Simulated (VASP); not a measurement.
# SnTeS4 (P-3m1) in VASP: a series of runs

One crystal, SnTeS4, is run at these levels: PBE, HSE06; tasks: single point.

Program: VASP 6.6.1. These are calculated values, not measurements. Logs are shortened: lines on timing, memory, paths and dates and some standing lists are left out, and cuts for length are marked.

## (1) Starting point

Symmetry: P-3m1, No. 164, trigonal system. The conventional cell has a = 3.761 Å, b = 3.761 Å, c = 13.576 Å, α = 90.00°, β = 90.00°, γ = 120.00°. Around Sn (site symmetry -3m) lie 6 S at 2.62 Å. Te (site symmetry -3m) is surrounded by 6 S at 2.68 Å. S (site symmetry 3m) is surrounded by 3 Te at 2.68 Å. Around S (site symmetry 3m) lie 3 Sn at 2.62 Å.

The cell was built by a generator and needn't be a form met in nature.

## (2) Single point, PBE

The input, INCAR:

```
SYSTEM = SnTeS4
PREC = Accurate
ENCUT = 520
EDIFF = 1E-6
ISMEAR = 0
SIGMA = 0.02
LREAL = .FALSE.
LASPH = .TRUE.
NELM = 80
ALGO = Normal
ISIF = 2
LWAVE = .FALSE.
LCHARG = .TRUE.
GGA = PE
LVHAR = .TRUE.
KPAR = 4
```

The input, KPOINTS:

```
Automatic mesh
0
G
  6 6 2
  0 0 0
```

The input, POSCAR:

```
SnTeS4
1.0
    3.7609660000      0.0000000000      0.0000000000
   -1.8804830000      3.2570920000      0.0000000000
    0.0000000000      0.0000000000     13.5761500000
Sn Te S
1 1 4
Direct
    0.0000000000      0.0000000000      0.5000000000
    0.0000000000      0.0000000000      0.0000000000
    0.6666670000      0.3333330000      0.8842050000
    0.6666670000      0.3333330000      0.3926370000
    0.3333330000      0.6666670000      0.6073630000
    0.3333330000      0.6666670000      0.1157950000
```

Potentials or basis: VASP PAW PBE potentials, release 64 (Sn_d, Te, S).

Command:

```
$ cat potpaw_PBE.64/Sn_d/POTCAR potpaw_PBE.64/Te/POTCAR potpaw_PBE.64/S/POTCAR > POTCAR
$ mpirun -np 4 vasp_std > vasp.out
```

OUTCAR:

```text
SYSTEM = SnTeS4
   PREC = Accurate
   ENCUT = 520
   EDIFF = 1E-6
   ISMEAR = 0
   LREAL = .FALSE.
   LASPH = .TRUE.
   NELM = 80
   ISIF = 2
   GGA = PE

 ion  position               nearest neighbor table
   1  0.000  0.000  0.500-   4 2.62   5 2.62   5 2.62   4 2.62   4 2.62   5 2.62
   2  0.000  0.000  0.000-   3 2.68   6 2.68   6 2.68   3 2.68   3 2.68   6 2.68
   3  0.667  0.333  0.884-   2 2.68   2 2.68   2 2.68
   4  0.667  0.333  0.393-   1 2.62   1 2.62   1 2.62
   5  0.333  0.667  0.607-   1 2.62   1 2.62   1 2.62
   6  0.333  0.667  0.116-   2 2.68   2 2.68   2 2.68

  LATTYP: Found a hexagonal cell.
 ALAT       =     3.7609660000
 C/A-ratio  =     3.6097507927

  Lattice vectors:

 A1 = (   3.7609660000,   0.0000000000,   0.0000000000)
 A2 = (  -1.8804830000,   3.2570920000,   0.0000000000)
 A3 = (   0.0000000000,   0.0000000000,  13.5761500000)

Analysis of symmetry for initial positions (statically):
=====================================================================
 Subroutine PRICEL returns:
 Original cell was already a primitive cell.

 Routine SETGRP: Setting up the symmetry group for a
 hexagonal supercell.

 Subroutine GETGRP returns: Found 12 space group operations
 (whereof 12 operations were pure point group operations)
 out of a pool of 24 trial point group operations.

The static configuration has the point symmetry D_3d.

Analysis of symmetry for dynamics (positions and initial velocities):
=====================================================================
 Subroutine PRICEL returns:
 Original cell was already a primitive cell.

 Routine SETGRP: Setting up the symmetry group for a
 hexagonal supercell.

 Subroutine GETGRP returns: Found 12 space group operations
 (whereof 12 operations were pure point group operations)
 out of a pool of 24 trial point group operations.

The dynamic configuration has the point symmetry D_3d.

 Subroutine INISYM returns: Found 12 space group operations
 (whereof 12 operations are pure point group operations),
 and found     1 'primitive' translations

----------------------------------------------------------------------------------------

                                     Primitive cell

  volume of cell :     166.3053

  direct lattice vectors                    reciprocal lattice vectors
     3.760966000  0.000000000  0.000000000     0.265889136  0.153511169  0.000000000
    -1.880483000  3.257092000  0.000000000     0.000000000  0.307022338  0.000000000
     0.000000000  0.000000000 13.576150000     0.000000000  0.000000000  0.073658585

  length of vectors
     3.760966000  3.760965914 13.576150000     0.307022331  0.307022338  0.073658585

  position of ions in fractional coordinates (direct lattice)
     0.000000000  0.000000000  0.500000000
     0.000000000  0.000000000  0.000000000
     0.666667000  0.333333000  0.884205000
     0.666667000  0.333333000  0.392637000
     0.333333000  0.666667000  0.607363000
     0.333333000  0.666667000  0.115795000

  ion indices of the primitive-cell ions
   primitive index   ion index
                 1           1
                 2           2
                 3           3
                 4           4
                 5           5
                 6           6

----------------------------------------------------------------------------------------

 KPOINTS: Automatic mesh

Automatic generation of k-mesh.
 Grid dimensions read from file:
 generate k-points for:    6    6    2

 Generating k-lattice:

  Cartesian coordinates                     Fractional coordinates (reciprocal lattice)
     0.044314856  0.025585195  0.000000000     0.166666667  0.000000000  0.000000000
     0.000000000  0.051170390  0.000000000     0.000000000  0.166666667  0.000000000
     0.000000000  0.000000000  0.036829293     0.000000000  0.000000000  0.500000000

  Length of vectors
     0.051170388  0.051170390  0.036829293

  Shift w.r.t. Gamma in fractional coordinates (k-lattice)
     0.000000000  0.000000000  0.000000000

 Subroutine IBZKPT returns following result:
 ===========================================

 Found     14 irreducible k-points:

 Following reciprocal coordinates:
            Coordinates               Weight
  0.000000  0.000000  0.000000      1.000000
  0.166667  0.000000  0.000000      6.000000
  0.333333  0.000000  0.000000      6.000000
  0.500000  0.000000  0.000000      3.000000
  0.166667  0.166667  0.000000      6.000000
  0.333333  0.166667  0.000000     12.000000
  0.333333  0.333333  0.000000      2.000000
  0.000000  0.000000  0.500000      1.000000
  0.166667  0.000000  0.500000      6.000000
  0.333333  0.000000  0.500000      6.000000
  0.500000  0.000000  0.500000      3.000000
  0.166667  0.166667  0.500000      6.000000
  0.333333  0.166667  0.500000     12.000000
  0.333333  0.333333  0.500000      2.000000
   k-points           NKPTS =     14   k-points in BZ     NKDIM =     14   number of bands    NBANDS=     26
   number of dos      NEDOS =    301   number of ions     NIONS =      6
   total plane-waves  NPLWV =  84672
   dimension x,y,z NGX =    28 NGY =   28 NGZ =  108
   dimension x,y,z NGXF=    56 NGYF=   56 NGZF=  216
   ions per type =               1   1   4
   NGX,Y,Z   is equivalent  to a cutoff of  12.38, 12.38, 13.23 a.u.
   NGXF,Y,Z  is equivalent  to a cutoff of  24.75, 24.75, 26.45 a.u.
 SYSTEM =  SnTeS4
   PREC   = accura    normal or accurate (medium, high low for compatibility)
   ISTART =      0    job   : 0-new  1-cont  2-samecut
   ICHARG =      2    charge: 1-file 2-atom 10-const
   ISPIN  =      1    spin polarized calculation?
   LNONCOLLINEAR =      F non collinear calculations
   LSORBIT =      F    spin-orbit coupling
   LASPH  =      T    aspherical Exc in radial PAW
   ENCUT  =  520.0 eV  38.22 Ry    6.18 a.u.   6.99  6.99 25.24*2*pi/ulx,y,z
   NELM   =     80;   NELMIN=  2; NELMDL= -5     # of ELM steps
   EDIFF  = 0.1E-05   stopping-criterion for ELM
   LREAL  =      F    real-space projection
   EDIFFG = 0.1E-04   stopping-criterion for IOM
   NSW    =      0    number of steps for IOM
   IBRION =     -1    ionic relax: 0-MD 1-quasi-New 2-CG
   NFREE  =      0    steps in history (QN), initial steepest desc. (CG)
   ISIF   =      2    stress and relaxation
   ISYM   =      2    0-nonsym 1-usesym 2-fastsym
   POTIM  = 0.5000    time-step for ionic-motion
   TEBEG  =    0.0;   TEEND  =   0.0 temperature during run
   PSTRESS=    0.0 pullay stress
   NELECT =      44.0000    total number of electrons
   NUPDOWN=      -1.0000    fix difference up-down
   EMIN   =  10.00;   EMAX   =-10.00  energy-range for DOS
   EFERMI =   0.00;   METHOD = LEGACY
   ISMEAR =     0;   SIGMA  =   0.02  broadening in eV -4-tet -1-fermi 0-gaus
   EFERMI_NEDOS =   21; number of points for ismear=-14 and -15
   IALGO  =     38    algorithm
   IMIX   =      4    mixing-type and parameters
     AMIX     =   0.40;   BMIX     =  1.00
     AMIX_MAG =   1.60;   BMIX_MAG =  1.00
  volume/ion in A,a.u.               =      27.72       187.05
  Fermi-wavevector in a.u.,A,eV,Ry     =   1.050970  1.986046 15.028155  1.104538
  Thomas-Fermi vector in A             =   2.185995
   LORBIT       =      0    0 simple, 1 ext, 2 COOP (PROOUT), +10 PAW based schemes
   GGA     = PE    functional components
   LHFCALC =     F    Hartree Fock is set to
   AEXX    =    0.0000 exact exchange contribution
   IVDW    =     0    specifies the selected vdW correction
   LEPSILON=     F    determine dielectric tensor
   LRPA    =     F    only Hartree local field effects (RPA)
 non-spin polarized calculation
 Gauss-broadening in eV      SIGMA  =   0.02
  energy-cutoff  :      520.00
  volume of cell :      166.31
 maximum number of plane-waves:      4500
 NGX is ok and might be reduce to    28
   NGX = 13   NGY = 13   NGZ = 51

 number of electron      43.9999992 magnetization

 Free energy of the ion-electron system (eV)
  ---------------------------------------------------
  ext. energy  EPLUGINS =         0.00000000
  ---------------------------------------------------
  free energy    TOTEN  =       -24.29384558 eV

  energy without entropy =      -24.29384558  energy(sigma->0) =      -24.29384558

 E-fermi :   3.5439     XC(G=0):  -8.5215

 val. band max:        3.4480715182   @ k =   0.1667   0.0000   0.5000
 cond. band min:       4.1013707960   @ k =   0.5000   0.0000   0.5000
 fundamental gap:      0.6532992778
 Fermi energy:         3.5439228763

 k-point     1 :       0.0000    0.0000    0.0000
  band No.  band energies     occupation
      1     -18.1501      2.00000
      2     -18.1501      2.00000
      3     -18.1280      2.00000
      4     -18.1032      2.00000
      5     -18.1032      2.00000
      6     -11.6592      2.00000
[... 18 lines left out ...]
     25       5.1374      0.00000
     26       5.1374      0.00000

 k-point     2 :       0.1667    0.0000    0.0000
  band No.  band energies     occupation
      1     -18.1642      2.00000
      2     -18.1410      2.00000
      3     -18.1199      2.00000
      4     -18.1079      2.00000
      5     -18.0999      2.00000
      6     -11.3380      2.00000
[... 18 lines left out ...]
     25       5.5904      0.00000
     26       5.8745      0.00000

 k-point     3 :       0.3333    0.0000    0.0000
  band No.  band energies     occupation
      1     -18.1955      2.00000
      2     -18.1328      2.00000
      3     -18.1239      2.00000
      4     -18.0938      2.00000
      5     -18.0829      2.00000
      6     -10.4219      2.00000
[... 282 lines left out ...]
 k-point    13 :       0.3333    0.1667    0.5000
  band No.  band energies     occupation
      1     -18.1957      2.00000
      2     -18.1443      2.00000
      3     -18.1183      2.00000
      4     -18.0921      2.00000
      5     -18.0770      2.00000
      6      -9.5915      2.00000
[... 18 lines left out ...]
     25       6.3487      0.00000
     26       6.7815      0.00000

 k-point    14 :       0.3333    0.3333    0.5000
  band No.  band energies     occupation
      1     -18.1718      2.00000
      2     -18.1718      2.00000
      3     -18.0967      2.00000
      4     -18.0967      2.00000
      5     -18.0901      2.00000
      6      -8.5363      2.00000
[... 18 lines left out ...]
     25       6.4110      0.00000
     26       7.0782      0.00000

------------------------ aborting loop because EDIFF is reached ----------------------------------------

  FORCE on cell =-STRESS in cart. coord.  units (eV):
  Direction    XX          YY          ZZ          XY          YZ          ZX
  --------------------------------------------------------------------------------------
  -------------------------------------------------------------------------------------
  Total        0.0244386      0.0244386      0.0190117      0.0000000     -0.0000000      0.0000000
  in kB        0.2354399      0.2354399      0.1831581      0.0000000     -0.0000000      0.0000000
  external PRESSURE =       0.2180126 kB  Pullay stress =       0.0000000 kB

 VOLUME and BASIS-vectors are now :
 -----------------------------------------------------------------------------
  energy-cutoff  :      520.00
  volume of cell :      166.31
      direct lattice vectors                 reciprocal lattice vectors
     3.760966000  0.000000000  0.000000000     0.265889136  0.153511169  0.000000000
    -1.880483000  3.257092000  0.000000000     0.000000000  0.307022338  0.000000000
     0.000000000  0.000000000 13.576150000     0.000000000  0.000000000  0.073658585

 POSITION                                       TOTAL-FORCE (eV/Angst)
 -----------------------------------------------------------------------------------
      0.00000      0.00000      6.78808         0.000000      0.000000      0.000000
      0.00000      0.00000      0.00000         0.000000      0.000000      0.000000
      1.88048      1.08570     12.00410        -0.000000      0.000000     -0.011137
      1.88048      1.08570      5.33050         0.000000     -0.000000      0.005064
     -0.00000      2.17140      8.24565        -0.000000      0.000000     -0.005064
     -0.00000      2.17140      1.57205         0.000000     -0.000000      0.011137
 -----------------------------------------------------------------------------------
    total drift:                               -0.000000     -0.000000      0.000000

  FREE ENERGIE OF THE ION-ELECTRON SYSTEM (eV)
  ---------------------------------------------------
  free  energy   TOTEN  =       -24.2938455759 eV

  energy  without entropy=      -24.2938455759  energy(sigma->0) =      -24.29384558
```

Wall time 15 s (4 MPI ranks of Intel Xeon 6975P-C (Granite Rapids), shared host); peak memory 0.31 GiB.

Results:

```yaml
Free_energy: -24.2938 eV
Pressure: 0.0 GPa
Largest_force: 0.011 eV/Å
Band_gap_on_the_k_mesh: 0.65 eV, indirect (least direct gap 1.26 eV)
```

Forces on the atoms (eV/Å):
```
Sn   0.000  0.000  0.000
Te   0.000  0.000  0.000
S    0.000  0.000 -0.011
S    0.000  0.000  0.005
S    0.000  0.000 -0.005
S    0.000  0.000  0.011
```

Levels at points of the mesh, in eV from the valence-band top:
```
           k point  band 18  band 19  band 20  band 21  band 22  band 23  band 24  band 25  band 26
(0.00, 0.00, 0.00)    -1.19    -1.19    -1.06    -1.06    -0.73     0.78     1.30     1.69     1.69
(0.50, 0.00, 0.00)    -1.71    -1.38    -1.36    -1.11    -1.06     0.69     2.01     2.92     3.23
(0.00, 0.00, 0.50)    -1.19    -1.19    -1.06    -1.06    -0.55     0.71     1.34     1.69     1.69
(0.50, 0.00, 0.50)    -1.68    -1.35    -1.24    -1.20    -1.12     0.65     2.03     2.93     3.30
```

Caveat: spin-orbit coupling is left out, which moves the levels of the heavy elements; this functional lacks dispersion, which binds the layers, so the pressure and a relaxed spacing across them are unreliable.

## (3) Single point, HSE06

POSCAR is that of step 2.

The input, INCAR.step1:

```
SYSTEM = SnTeS4
PREC = Accurate
ENCUT = 520
EDIFF = 1E-5
ISMEAR = 0
SIGMA = 0.02
LREAL = .FALSE.
LASPH = .TRUE.
NELM = 40
ALGO = Normal
ISIF = 2
LWAVE = .TRUE.
KPAR = 4
GGA = PE
```

The input, INCAR.step2:

```
SYSTEM = SnTeS4
PREC = Accurate
ENCUT = 520
EDIFF = 1E-5
ISMEAR = 0
SIGMA = 0.02
LREAL = .FALSE.
LASPH = .TRUE.
NELM = 40
ALGO = Normal
ISIF = 2
LWAVE = .FALSE.
LCHARG = .FALSE.
GGA = PE
LHFCALC = .TRUE.
HFSCREEN = 0.2
PRECFOCK = Fast
KPAR = 4
ISTART = 1
```

KPOINTS is that of step 2.

Potentials or basis: VASP PAW PBE potentials, release 64 (Sn_d, Te, S).

Command:

```
$ cat potpaw_PBE.64/Sn_d/POTCAR potpaw_PBE.64/Te/POTCAR potpaw_PBE.64/S/POTCAR > POTCAR
$ cp INCAR.step1 INCAR
$ mpirun -np 4 vasp_std > vasp.out
$ cp INCAR.step2 INCAR
$ mpirun -np 4 vasp_std > vasp.out
```

OUTCAR:

```text
SYSTEM = SnTeS4
   PREC = Accurate
   ENCUT = 520
   EDIFF = 1E-5
   ISMEAR = 0
   LREAL = .FALSE.
   LASPH = .TRUE.
   NELM = 40
   ISIF = 2
   GGA = PE
   LHFCALC = .TRUE.
   HFSCREEN = 0.2
   PRECFOCK = Fast
   ISTART = 1

 ion  position               nearest neighbor table
   1  0.000  0.000  0.500-   4 2.62   5 2.62   5 2.62   4 2.62   4 2.62   5 2.62
   2  0.000  0.000  0.000-   3 2.68   6 2.68   6 2.68   3 2.68   3 2.68   6 2.68
   3  0.667  0.333  0.884-   2 2.68   2 2.68   2 2.68
[... 613 lines left out ...]
  -------------------------------------------------------------------------------------
  Total       -3.0255400     -3.0255398     -2.9648674     -0.0000000      0.0000000     -0.0000000
  in kB      -29.1479102    -29.1479084    -28.5633933     -0.0000000      0.0000000     -0.0000000
  external PRESSURE =     -28.9530706 kB  Pullay stress =       0.0000000 kB

 VOLUME and BASIS-vectors are now :
 -----------------------------------------------------------------------------
  energy-cutoff  :      520.00
  volume of cell :      166.31
      direct lattice vectors                 reciprocal lattice vectors
     3.760966000  0.000000000  0.000000000     0.265889136  0.153511169  0.000000000
    -1.880483000  3.257092000  0.000000000     0.000000000  0.307022338  0.000000000
     0.000000000  0.000000000 13.576150000     0.000000000  0.000000000  0.073658585

 POSITION                                       TOTAL-FORCE (eV/Angst)
 -----------------------------------------------------------------------------------
      0.00000      0.00000      6.78808         0.000000      0.000000      0.000000
      0.00000      0.00000      0.00000         0.000000      0.000000      0.000000
      1.88048      1.08570     12.00410         0.000000     -0.000000      0.477872
      1.88048      1.08570      5.33050        -0.000000     -0.000000      0.476597
     -0.00000      2.17140      8.24565         0.000000      0.000000     -0.476597
     -0.00000      2.17140      1.57205        -0.000000      0.000000     -0.477872
 -----------------------------------------------------------------------------------
    total drift:                                0.000000      0.000001     -0.000028

  FREE ENERGIE OF THE ION-ELECTRON SYSTEM (eV)
  ---------------------------------------------------
  free  energy   TOTEN  =       -30.0960532789 eV

  energy  without entropy=      -30.0960532789  energy(sigma->0) =      -30.09605328
```

Run time: 8.7 min. Hardware: 4 MPI ranks of Intel Xeon 6975P-C (Granite Rapids), shared host; peak memory 0.45 GiB.

What came out:

- Free energy: -30.0961 eV
- Pressure: -2.9 GPa
- Largest force: 0.478 eV/Å
- Band gap on the k mesh: 1.27 eV, indirect (least direct gap 1.85 eV)

Forces in eV/Å, atoms in the order of the input:
```
Sn   0.000  0.000  0.000
Te   0.000  0.000  0.000
S    0.000  0.000  0.478
S    0.000  0.000  0.477
S    0.000  0.000 -0.477
S    0.000  0.000 -0.478
```

Caveat: the PAW data sets were made with another functional, which shifts forces and pressure a little; spin-orbit coupling is left out, which moves the levels of the heavy elements; this functional lacks dispersion, which binds the layers, so the pressure and a relaxed spacing across them are unreliable.
